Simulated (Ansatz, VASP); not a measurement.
**Cross-check of Mg7Al6P32O96 (liquid 62P2O5-12Al2O3-27MgO (mol %) at 2790 K) between VASP and Ansatz**

One calculation is typed for both programs; each brings its own data sets. How far apart do they land? The cell is taken from a series of runs on this material, whose earlier steps may have relaxed, scaled, displaced or heated it; both programs get it as it stands.

Program: Ansatz 0.2.0. Level of theory: plane waves, with VASP 6.6.1 beside it; single point at PBE. Results are calculated unless marked as measured.

### Step 1. Set-up

The cell holds 141 atoms: 32 P, 6 Al, 7 Mg and 96 O. Its edges and angles: a = 12.417 Å, b = 12.417 Å, c = 12.417 Å, α = 90.0°, β = 90.0°, γ = 90.0°. As first built, before any earlier steps moved the atoms (in the runner's words): 141 atoms (32 P, 6 Al, 7 Mg, 96 O) placed at random at 2.48 g/cm^3, melted at 4000 K for 10 ps at fixed volume with the Morse and Coulomb pair potential with partial charges (Pedone, Malavasi, Menziani, Cormack and Segre, J. Phys. Chem. B 110, 11780 (2006)). Snapshot at the end of a hold of 10 ps at 2790 K and fixed volume.

### Step 2. Ansatz: single point, PBE

Ansatz runs on its default PAW (the set named soft_2) files.

A single point gives forces, pressure and levels at one fixed geometry, so differences don't come from the geometry; what else differs is listed under the comparison.

The input, input.yaml:

```yaml
crystal:
  lattice:
    - [12.4168, 0.0, 0.0]
    - [0.0, 12.4168, 0.0]
    - [0.0, 0.0, 12.4168]
  atoms:
    - { symbol: P, position: [0.13703, 0.66523, 0.97668] }
    - { symbol: P, position: [0.99608, 0.54599, 0.55327] }
    - { symbol: P, position: [0.39211, 0.09627, 0.71303] }
    - { symbol: P, position: [0.81908, 0.69324, 0.61813] }
    - { symbol: P, position: [0.49687, 0.11709, 0.95225] }
    - { symbol: P, position: [0.46421, 0.43954, 0.41776] }
    - { symbol: P, position: [0.22325, 0.64723, 0.63694] }
    - { symbol: P, position: [0.59342, 0.26055, 0.27551] }
    - { symbol: P, position: [0.56303, 0.01458, 0.28681] }
    - { symbol: P, position: [0.61485, 0.67893, 0.09954] }
    - { symbol: P, position: [0.1336, 0.03227, 0.2607] }
    - { symbol: P, position: [0.59236, 0.21169, 0.61771] }
    - { symbol: P, position: [0.988, 0.90054, 0.39474] }
    - { symbol: P, position: [0.14115, 0.30262, 0.99558] }
    - { symbol: P, position: [0.14651, 0.34155, 0.47282] }
    - { symbol: P, position: [0.76624, 0.11996, 0.97227] }
    - { symbol: P, position: [0.97116, 0.24542, 0.3232] }
    - { symbol: P, position: [0.96333, 0.67854, 0.15599] }
    - { symbol: P, position: [0.26115, 0.13283, 0.4776] }
    - { symbol: P, position: [0.37536, 0.89447, 0.2009] }
    - { symbol: P, position: [0.26693, 0.35742, 0.19374] }
    - { symbol: P, position: [0.52148, 0.84338, 0.47778] }
    - { symbol: P, position: [0.98895, 0.37091, 0.71671] }
    - { symbol: P, position: [0.11344, 0.06044, 0.01517] }
    - { symbol: P, position: [0.48759, 0.41598, 0.66536] }
    - { symbol: P, position: [0.63334, 0.4328, 0.89634] }
    - { symbol: P, position: [0.18061, 0.88723, 0.88743] }
    - { symbol: P, position: [0.40488, 0.85417, 0.77275] }
    - { symbol: P, position: [0.85556, 0.89965, 0.77665] }
    - { symbol: P, position: [0.77672, 0.53862, 0.23142] }
[... 105 atom lines left out ...]
    - { symbol: O, position: [0.67662, 0.02239, 0.23862] }
    - { symbol: O, position: [0.77073, 0.42054, 0.21845] }
    - { symbol: O, position: [0.55844, 0.37504, 0.82098] }
    - { symbol: O, position: [0.93103, 0.27614, 0.69169] }
    - { symbol: O, position: [0.92006, 0.39667, 0.81953] }
    - { symbol: O, position: [0.57882, 0.32824, 0.63577] }
kpoints:
  mp_grid: { grid: [1, 1, 1] }
hamiltonian:
  xc: pbe
scf:
  occupations: { method: fixed }
output:
  forces: true
  stress: true
  populations: true
  dos:
    method: { smearing: { sigma: 0.1 } }
    de: 0.1
    projected: { site_lists: { Al: [Al], Mg: [Mg], O: [O], P: [P] } }
  eigenvalues: true
  write_density: true
  write_potential: true
  volumetric_format: npy
```

The run is started by

```console
$ ansatz run input.yaml --threads 8 --pin off --max-ram 15872MiB --backend cpu --events-out ev --progress --plain --runs-dir out
```

Numbers of over 12 decimals in the logs are rounded to 6 here.

What it wrote:

```text
Engine: ansatz 0.2.0, aarch64-unknown-linux-gnu
Pseudopotentials: kind: paw
Pseudopotential: P, paw, valence charge 5, recommended cutoff 420 eV (normal), P.paw.azcp
Pseudopotential: Al, paw, valence charge 3, recommended cutoff 420 eV (normal), Al.paw.azcp
Pseudopotential: Mg, paw, valence charge 10, recommended cutoff 420 eV (normal), Mg.paw.azcp
Pseudopotential: O, paw, valence charge 6, recommended cutoff 420 eV (normal), O.paw.azcp
Functional definition: PBE
  parameter kappa = 0.804
  parameter beta = 0.066725
  exchange = pbe_x(kappa = kappa, mu = beta*pi^2/3)
  correlation = pbe_c(beta = beta)
Crystal: 141 atoms, lattice volume = 1914.384 Å³
Basis set: ecut = 420 eV, 37529 PW (Γ), exchange–correlation on 180×180×180 points (8 copies of the dense FFT grid, shifted against one another)
Bands: 553, of which v1, the nominal top of the filled ones, is band 412 counted from 1 (411 counted from 0)
Symmetry: 1 space group operations
Space group: P1 (ITA 1), of the structure as read, at distance tolerance 1.2e-4 Å
k-points: 1
Non-local potential: P, projectors of the file, l = 0: 2, l = 1: 2, l = 2: 2
Non-local potential: Al, projectors of the file, l = 0: 2, l = 1: 2, l = 2: 1
Non-local potential: Mg, projectors of the file, l = 0: 3, l = 1: 2, l = 2: 1
Non-local potential: O, projectors of the file, l = 0: 2, l = 1: 2, l = 2: 1
PAW form: soft (Blöchl's): semilocal exchange-correlation on the pseudo side does not see the compensation charge
PAW one-centre angular grid: P, 110 points (default); XC on 64 Gauss nodes
PAW one-centre angular grid: Al, 110 points (default); XC on 64 Gauss nodes
PAW one-centre angular grid: Mg, 110 points (default); XC on 64 Gauss nodes
PAW one-centre angular grid: O, 110 points (default); XC on 64 Gauss nodes
Initial density: superposition of atomic densities (neutral atoms: chi_scale 0, normalization atom), corrected by the library's trained network
Initial wavefunctions: pseudopotential atomic-orbital guess
Functional: x = pbe(κ = 0.804, μ = 0.219515), c = pbe(β = 0.066725)
SCF iter   1: F=—  HF=-95363.499911 eV  |F-HF|=—  |Δ(HF+E_count)|=         —  Δρ=5.22e-3  dr2=7.50e-1  ethr=1.77e-3  ⟨swp⟩=6.0  Hψ=2228  notcnv=0  defer=139
preconditioner: auto → Resta (q_TF=auto, 2.371 Å⁻¹)  ε∞=3.2  [insulator: Δε(μ)=1.119 eV  Ē_g=15.771 eV  n_scr=436 (ndim 8)  ℏωp=23.5 eV  f_vac=0.182  ε∞_Penn≈3.2]
SCF iter   2: F=—  HF=-95363.371364 eV  |F-HF|=—  |Δ(HF+E_count)|=   1.29e-1  Δρ=2.86e-3  dr2=1.89e-1  ethr=9.11e-5  ⟨swp⟩=3.0  Hψ=929  notcnv=0  defer=139
SCF iter   3: F=—  HF=-95363.348183 eV  |F-HF|=—  |Δ(HF+E_count)|=   2.32e-2  Δρ=1.47e-3  dr2=6.09e-2  ethr=2.29e-5  ⟨swp⟩=4.0  Hψ=848  notcnv=0  defer=139
SCF iter   4: F=—  HF=-95363.337234 eV  |F-HF|=—  |Δ(HF+E_count)|=   1.09e-2  Δρ=4.71e-4  dr2=4.93e-3  ethr=7.39e-6  ⟨swp⟩=3.0  Hψ=768  notcnv=0  defer=139
SCF iter   5: F=—  HF=-95363.337359 eV  |F-HF|=—  |Δ(HF+E_count)|=   1.26e-4  Δρ=2.71e-4  dr2=1.34e-3  ethr=5.99e-7  ⟨swp⟩=2.0  Hψ=953  notcnv=0  defer=139
SCF iter   6: F=—  HF=-95363.337386 eV  |F-HF|=—  |Δ(HF+E_count)|=   2.69e-5  Δρ=8.45e-5  dr2=1.37e-4  ethr=1.62e-7  ⟨swp⟩=3.0  Hψ=836  notcnv=0  defer=138
SCF iter   7: F=—  HF=-95363.337426 eV  |F-HF|=—  |Δ(HF+E_count)|=   4.00e-5  Δρ=4.65e-5  dr2=3.89e-5  ethr=1.66e-8  ⟨swp⟩=3.0  Hψ=758  notcnv=0  defer=138
SCF iter   8: F=—  HF=-95363.342086 eV  |F-HF|=—  |Δ(HF+E_count)|=   4.66e-3  Δρ=1.56e-5  dr2=4.55e-6  ethr=4.73e-9  ⟨swp⟩=3.0  Hψ=842  notcnv=0  defer=138
SCF iter   9: F=—  HF=-95363.342088 eV  |F-HF|=—  |Δ(HF+E_count)|=   2.12e-6  Δρ=6.36e-6  dr2=8.05e-7  ethr=5.52e-10  ⟨swp⟩=3.0  Hψ=928  notcnv=0  defer=138
SCF iter  10: F=—  HF=-95363.342088 eV  |F-HF|=—  |Δ(HF+E_count)|=   4.47e-7  Δρ=3.61e-6  dr2=2.27e-7  ethr=9.76e-11  ⟨swp⟩=3.0  Hψ=805  notcnv=0  defer=138
SCF iter  11: F=-95363.342088 eV  HF=-95363.342088 eV  |F-HF|=1.35e-8  |Δ(HF+E_count)|=   6.07e-8  Δρ=9.56e-7  dr2=2.01e-8  ethr=1.21e-11  ⟨swp⟩=30.0  Hψ=6606  notcnv=0
SCF 1 converged in 11 iterations: F = -95363.342088 eV  dr2 = 2.01e-8
  greatest PAW one-centre occupation: 1.000 electrons in one spin orbital (limit 2), on the Mg atom at site 44 (counted from 0), in its partial waves of l = 0
[...]
0.528940       1.505361       3.397213
  P = ⅓ Tr σ = 4.1531 GPa (41.531 kbar)
--- Band table (eV) ---
  k-point 0: bands = [... 408 lower, 3.7423, 3.8698, 4.0094, 4.0526, 4.6125, 5.1439, 5.3173, 6.0048, ... 137 higher]
--- Löwdin populations: 141 sites ---
  site symbol       q [e]
     0      P      2.7713
     1      P      2.7429
     2      P      2.8578
     3      P      2.8336
     4      P      2.8909
     5      P      2.7108
     6      P      2.9122
     7      P      2.7731
     8      P      2.8141
     9      P      2.8402
    10      P      2.8471
    11      P      2.7370
    12      P      2.8478
    13      P      2.7715
    14      P      2.8465
    15      P      2.8171
    16      P      2.7086
    17      P      2.7906
    18      P      2.7876
    19      P      2.8252
    20      P      2.8330
    21      P      2.7373
    22      P      2.6728
    23      P      2.7435
[...]
133      O      6.6800
   134      O      6.7224
   135      O      6.8680
   136      O      6.7740
   137      O      6.8462
   138      O      6.8169
   139      O      6.7202
   140      O      6.7194
  spilling = 0.016404 (of n_electrons = 824.000000)
```

The column dr2 measures how far the density is from self-consistency, as an energy; F and HF (Harris–Foulkes) agree once it is small.

### Step 3. VASP: single point, PBE

The same cell, functional and mesh now go to VASP, with its own data sets.

Lines of VASP's logs that name or quote its potential files are left out, and so is its time.

The input, INCAR:

```
SYSTEM = Mg7Al6P32O96
PREC = Accurate
ENCUT = 600
EDIFF = 1E-06
NELM = 120
ISMEAR = 0
SIGMA = 0.01
LREAL = Auto
ALGO = Normal
GGA = PE
NBANDS = 482
LORBIT = 11
LWAVE = .FALSE.
LCHARG = .FALSE.
ISIF = 2
LASPH = .TRUE.
GGA_COMPAT = .FALSE.
EFERMI = MIDGAP
```

The input, POSCAR:

```
Mg7Al6P32O96
1.0
   12.4168000000      0.0000000000      0.0000000000
    0.0000000000     12.4168000000      0.0000000000
    0.0000000000      0.0000000000     12.4168000000
P Al Mg O
32 6 7 96
Direct
    0.1370300000      0.6652300000      0.9766800000
    0.9960800000      0.5459900000      0.5532700000
    0.3921100000      0.0962700000      0.7130300000
    0.8190800000      0.6932400000      0.6181300000
    0.4968700000      0.1170900000      0.9522500000
    0.4642100000      0.4395400000      0.4177600000
    0.2232500000      0.6472300000      0.6369400000
    0.5934200000      0.2605500000      0.2755100000
    0.5630300000      0.0145800000      0.2868100000
    0.6148500000      0.6789300000      0.0995400000
    0.1336000000      0.0322700000      0.2607000000
    0.5923600000      0.2116900000      0.6177100000
    0.9880000000      0.9005400000      0.3947400000
    0.1411500000      0.3026200000      0.9955800000
    0.1465100000      0.3415500000      0.4728200000
    0.7662400000      0.1199600000      0.9722700000
    0.9711600000      0.2454200000      0.3232000000
    0.9633300000      0.6785400000      0.1559900000
    0.2611500000      0.1328300000      0.4776000000
    0.3753600000      0.8944700000      0.2009000000
    0.2669300000      0.3574200000      0.1937400000
    0.5214800000      0.8433800000      0.4777800000
    0.9889500000      0.3709100000      0.7167100000
    0.1134400000      0.0604400000      0.0151700000
    0.4875900000      0.4159800000      0.6653600000
    0.6333400000      0.4328000000      0.8963400000
    0.1806100000      0.8872300000      0.8874300000
    0.4048800000      0.8541700000      0.7727500000
    0.8555600000      0.8996500000      0.7766500000
    0.7767200000      0.5386200000      0.2314200000
[... 105 atom lines left out ...]
    0.6766200000      0.0223900000      0.2386200000
    0.7707300000      0.4205400000      0.2184500000
    0.5584400000      0.3750400000      0.8209800000
    0.9310300000      0.2761400000      0.6916900000
    0.9200600000      0.3966700000      0.8195300000
    0.5788200000      0.3282400000      0.6357700000
```

The input, KPOINTS:

```
Automatic mesh
0
Gamma
1 1 1
0 0 0
```

PAW data sets: P, Al, Mg and O (PBE family, release 64).

The run is started by

```console
$ export OMP_NUM_THREADS=3
$ mpirun -np 1 vasp_gam
```

What it wrote:

```text
[banner, memory and clock lines left out]
running    1 mpi-ranks, on    1 nodes
[...]
Offloading initialized ...    1 GPUs detected
[...]
LDA part: xc-table for (Slater+PW92), standard interpolation
 POSCAR, INCAR and KPOINTS ok, starting setup
[...]
entering main loop
       N       E                     dE             d eps       ncg     rms          rms(c)
DAV:   1     0.783496853225E+04    0.78350E+04   -0.49618E+05   988   0.175E+03
DAV:   2    -0.408703894392E+03   -0.82437E+04   -0.79685E+04  1182   0.400E+02
DAV:   3    -0.108814222436E+04   -0.67944E+03   -0.67319E+03  1128   0.122E+02
DAV:   4    -0.110314605020E+04   -0.15004E+02   -0.14905E+02  1152   0.191E+01
[...]
DAV:  17    -0.938753502535E+03    0.22211E-04   -0.19640E-04  1184   0.391E-02    0.176E-02
DAV:  18    -0.938753506949E+03   -0.44140E-05   -0.80940E-05  1096   0.156E-02    0.134E-02
DAV:  19    -0.938753506128E+03    0.82092E-06   -0.50767E-06  1096   0.415E-03
   1 F= -.93875351E+03 E0= -.93875351E+03  d E =0.000000E+00
```

From OUTCAR (step 3):

```text
  FREE ENERGIE OF THE ION-ELECTRON SYSTEM (eV)
  ---------------------------------------------------
  free  energy   TOTEN  =      -938.7535061278 eV

  energy  without entropy=     -938.7535061278  energy(sigma->0) =     -938.75350613
```

The run ends at a pressure of 3.02 GPa, with forces up to 13 eV/Å.

### Step 4. Differences

Known differences besides the potentials themselves: fixed occupations in Ansatz, narrow Gaussian smearing in VASP; the data sets hold 824 valence electrons in Ansatz (on its default PAW (the set named soft_2) files) and 768 in VASP; the cutoff is 420 eV in Ansatz and 600 eV in VASP (PREC = Accurate, projectors in real space). Total energies have different zeros and are not compared.

Compared:

```tsv
quantity	Ansatz	VASP	difference
pressure (GPa)	4.15	3.02	+1.13
gap on the k mesh (eV)	0.560	0.533	+0.027
```

Forces on 9 of the 141 atoms, those with the largest forces and the largest differences (eV/Å; atoms numbered as in POSCAR):

```tsv
atom	Ansatz x, y, z	VASP x, y, z
P4	6.319, 0.755, 11.344	6.177, 0.688, 11.211
P8	-9.594, 1.672, -1.742	-9.235, 1.625, -1.605
P20	-9.178, -3.929, -1.360	-8.984, -3.776, -1.258
P23	7.207, 4.069, 4.935	6.959, 3.941, 4.820
P27	0.793, -1.035, -9.221	0.849, -1.115, -9.018
O48	5.517, 1.870, -6.954	5.343, 1.887, -6.813
O49	7.268, -0.877, 0.991	6.831, -0.867, 0.846
O124	-0.918, 2.896, -3.930	-0.668, 2.657, -3.524
O139	-4.423, -9.578, -3.212	-4.217, -9.256, -3.105
```

The forces differ by 91 meV/Å r.m.s., which is 3.4 % of the r.m.s. force of 2.700 eV/Å (both taken over all components). A gap on the mesh is an upper bound, since the band edges may lie between its points.

### Step 5. What came out

```json
{"r.m.s. force difference (single point, PBE)": "3.4 % of the r.m.s. force", "difference in pressure (single point, PBE)": "1.1 GPa"}
```

In words: The difference in pressure is 1.1 GPa (single point, PBE), beyond the 1 GPa picked in this series as the mark of a large difference. The data sets hold unlike numbers of valence electrons (824 in Ansatz and 768 in VASP), so part of the differences comes from the potentials. By the marks of this series, far apart in the single point, PBE pair: the r.m.s. force difference, 3.4 % of the r.m.s. force and the difference in pressure, 1.1 GPa. What causes the difference of the single point, PBE pair stays open here. How closely two codes agree says nothing of how well the functional describes the real material.

[Lines on the potential files, build, host, timing and source positions are cut from VASP's logs without a mark.]

[Logs are printed without paths, hosts, clocks, repeated set-up lines and the standing remarks that a program may print on its own settings, such as how far it seeks lower states.]

[Hosts, paths, dates, database ids (printed as entryN), source tags and the programs' standing remarks are cut or masked in the printed files.]
